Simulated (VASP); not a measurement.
Here is the system:

```xyz
3
Lattice="4.3530 0.0000 0.0000 -2.1765 3.7698 0.0000 0.0000 0.0000 2.6438" Properties=species:S:1:pos:R:3 pbc="T T T"
Nb     0.0000     0.0000     0.0000
Si     0.0000     2.5132     1.3219
Si     2.1765     1.2566     1.3219
```

All values below come from PBEsol GGA, VASP's PBE PAW potentials (set 64) (plane waves; VASP 6.6.1). Numerical set-up: 400 eV cut-off, 9×9×13 Γ-centred mesh, tetrahedra with Blöchl corrections, potentials Nb_sv Si.

The cores are frozen, which limits the accuracy of field gradients.

Q: Give the principal components of the electric field gradient (V/Å²) and the asymmetry η at each nucleus.

A: 
```
atom    Vxx    Vyy    Vzz     η
----  -----  -----  -----  ----
Nb1     7.0    7.0  -14.0  0.00
Si2   -11.3  -11.3   22.6  0.00
Si3   -11.3  -11.3   22.6  0.00
```

The structure was generated: NbSi2 was put into the AlB2 type (P6/mmm), which need not be its known phase. It was relaxed first, which changed the volume by -39 %.
